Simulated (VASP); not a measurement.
Energy against volume of CsI (CsCl type). All values below come from SCAN meta-GGA, VASP's PBE PAW potentials (set 64) (plane waves; VASP 6.6.1). Settings: 520 eV cut-off, 6×6×6 Γ-centred mesh, Gaussian smearing of 0.050 eV, potentials Cs_sv I.

| V (Å³/atom) | E (eV/atom) |
|---|---|
| 45.500 | -38.97457 |
| 46.952 | -38.98100 |
| 48.404 | -38.98310 |
| 49.856 | -38.98167 |

Task: Fit these four points and predict the energy of the run at 51.308 Å³/atom.

Result: A cubic in V^(−2/3), the third-order Birch-Murnaghan form, passes through the four points with V0 = 48.49 Å³/atom and B0 = 13 GPa, and gives -38.9774 eV/atom there. The run gave -38.9774 eV/atom, -0.0 meV/atom from the fit; all five points give B0 = 13 GPa.

The compound is CsI in the CsCl type structure. It was relaxed first.
